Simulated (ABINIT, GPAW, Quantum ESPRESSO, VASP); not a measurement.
## Code comparison for Ag (Fm-3m, 1 atom in the cell)

Self-consistent single point.

```yaml
crystal:
  lattice:
    - [0.00000, 2.04500, 2.04500]
    - [2.04500, 0.00000, 2.04500]
    - [2.04500, 2.04500, 0.00000]
  atoms:
    - { symbol: Ag, position: [0.00000, 0.00000, 0.00000] }
```

All programs got the same cell, k-point mesh and kind of occupations (in GPAW's words: kpts = 14 14 14; mesh shift (steps) = 0 0 0; occupations.name = methfessel-paxton; occupations.width = 0.1 eV; occupations.order = 0); potentials, basis and cutoffs are each program's usual ones.

```tsv
code	model	pressure (GPa)	cutoff
GPAW	PBE, GPAW PAW datasets PBE (gpaw-data 1.0.1)	4.17	600 eV
ABINIT	PBE, norm-conserving pseudopotentials (PseudoDojo nc-sr-05 PBE standard)	4.08	41 Ha
VASP	PBE, VASP's PBE PAW potentials (set 64)	4.02	300 eV
Quantum ESPRESSO	PBE, GBRV 1.5 ultrasoft (PBE) pseudopotentials	2.63	40 Ry
```

The spread over the programs that give each value: pressure within 1.54 GPa.

The starting cell has typed, rounded lattice constants, without a prior relaxation at this level. On GPAW's run: In the base run, with a pressure of about 4 GPa the cell is away from its equilibrium volume at this level.

Question: Why do the programs differ, and what cannot be compared?

Answer: Differences of this kind can come from the potentials, where these differ, and from what each basis and cutoff leave unconverged. The valence holds different numbers of electrons (GPAW 17, ABINIT 19, VASP 11, Quantum ESPRESSO 19). The zero of total energies and Fermi levels follows the potentials and each program's conventions, so they are not compared here. In the pressure, Quantum ESPRESSO (by 1.42) lies more than 1 GPa from the median of the plane-wave programs.

VASP's run is marked for a possible Pulay error in its stress at this cutoff; no cutoff test was made.

Left out of this page: Ansatz, Elk, FLEUR and SIESTA (not drawn, or without a comparable value).

Keys are those of Ansatz 0.2.
